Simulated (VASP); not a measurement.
An input for Ansatz (written as the equivalent of a VASP run, and not itself run):

Ansatz 0.2 input:
```yaml
crystal:
  lattice:
    - [4.1455202, 0.0000000, 0.0000000]
    - [0.0000000, 4.1455202, 0.0000000]
    - [0.0000000, 0.0000000, 4.1455202]
  atoms:
    - { symbol: Cs, position: [0.0000000, 0.0000000, 0.0000000] }
    - { symbol: Br, position: [0.5000000, 0.5000000, 0.5000000] }
kpoints:
  mp_grid: { grid: [6, 6, 6] }
hamiltonian:
  xc: lda
  pseudopotentials: { kind: paw }
scf:
  occupations: { method: gaussian, width: 0.05 }
  max_iter: 100
relax:
  max_steps: 60
  f_tol: 0.01
  cell: {}
output: { forces: true, stress: true, eigenvalues: true }
```

Task: Write the VASP files for the same calculation (LDA).

Result: Several could match; the one computed here: 
INCAR:
```
ALGO = Normal
EDIFF = 1E-6
EDIFFG = -0.01
ENCUT = 400
IBRION = 2
ISIF = 3
ISMEAR = 0
LASPH = .TRUE.
LCHARG = .FALSE.
LMAXMIX = 4
LREAL = .FALSE.
LWAVE = .FALSE.
NELM = 100
NSW = 60
PREC = Accurate
SIGMA = 0.05
SYSTEM = CsBr
```

File KPOINTS:
```
Automatic
0
G
  6 6 6
0 0 0
```

### POSCAR
```
CsBr
1
    4.1455202491     0.0000000000    -0.0000000000
    0.0000000000     4.1455202491    -0.0000000000
   -0.0000000000    -0.0000000000     4.1455202491
Cs Br
1 1
Direct
  0.0000000000   0.0000000000   0.0000000000
  0.5000000000   0.5000000000   0.5000000000
```

POTCAR, in this order: Cs_sv Br (LDA.64 set). Program: vasp_std.

What does not carry over: each code has its own PAW files, so the cut-off isn't converted (ENCUT is set for VASP's; basis.ecutwfc is left out, and Ansatz then takes the one that its files recommend); Ansatz stops its SCF on the density residual and VASP on the energy change (EDIFF); Ansatz's lda is the Perdew-Wang form, while the LDA potentials of VASP carry Perdew-Zunger's.

The structure comes from a computed database's CsBr entry (Pm-3m); how it stands against other phases isn't given here. It was relaxed first, which changed the volume by -12 %. The start is the result of an earlier pass.
